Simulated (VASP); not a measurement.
An input for Ansatz (written as the equivalent of a VASP run, and not itself run):

Ansatz 0.2 input:
```yaml
crystal:
  lattice:
    - [2.7230200, 0.0000000, 0.0000000]
    - [0.0000000, 2.7230200, 0.0000000]
    - [0.0000000, 0.0000000, 2.7230200]
  atoms:
    - { symbol: Pd, position: [0.0000000, 0.0000000, 0.0000000] }
    - { symbol: C, position: [0.5000000, 0.5000000, 0.5000000] }
kpoints:
  mp_grid: { grid: [9, 9, 9] }
hamiltonian:
  xc: pbe
  dispersion: d4
  pseudopotentials: { kind: paw }
scf:
  occupations: { method: gaussian, width: 0.05 }
  max_iter: 100
output: { forces: true, stress: true, eigenvalues: true }
```

Task: Translate this input to VASP (INCAR, KPOINTS, POSCAR, choice of POTCAR).

Result: This is not unique; one that fits is 
**INCAR**
```
# general
SYSTEM =PdC
PREC   =Accurate
ENCUT  =520   # plane-wave cut-off (eV)
LREAL  =F   # projection in real space or not
LASPH  =T   # aspherical one-centre terms

# electronic loop
EDIFF  =1E-6
NELM   =100   # most electronic steps
ALGO   =Normal   # blocked Davidson
LMAXMIX=4   # l cut-off of mixed one-centre charges

# smearing
ISMEAR =0
SIGMA  =0.05

# functional
GGA    =PE   # PBE
IVDW   =13   # D4

# ions
ISIF   =2   # forces and stress, cell fixed

# output
LWAVE  =F
LCHARG =F
```

KPOINTS:
```
Automatic mesh
0
gamma
  9 9 9
0 0 0
```

**POSCAR**
```
PdC
1
    2.7230200000     0.0000000000     0.0000000000
    0.0000000000     2.7230200000     0.0000000000
    0.0000000000     0.0000000000     2.7230200000
Pd C
1 1
Direct
  0.0000000000   0.0000000000   0.0000000000
  0.5000000000   0.5000000000   0.5000000000
```

POTCAR, in this order: Pd C (PBE.64 set). Program: vasp_std.

Limits of the translation: each code has its own PAW files, so the cut-off isn't converted (ENCUT is set for VASP's; basis.ecutwfc is left out, and Ansatz then takes the one that its files recommend); Ansatz stops its SCF on the density residual and VASP on the energy change (EDIFF).

The structure was generated: PdC was put into the CsCl type (Pm-3m), which need not be its known phase. The cell was not relaxed at this level. The run is one of a series of settings (IVDW = 13 against the base run), some of them coarse on purpose.
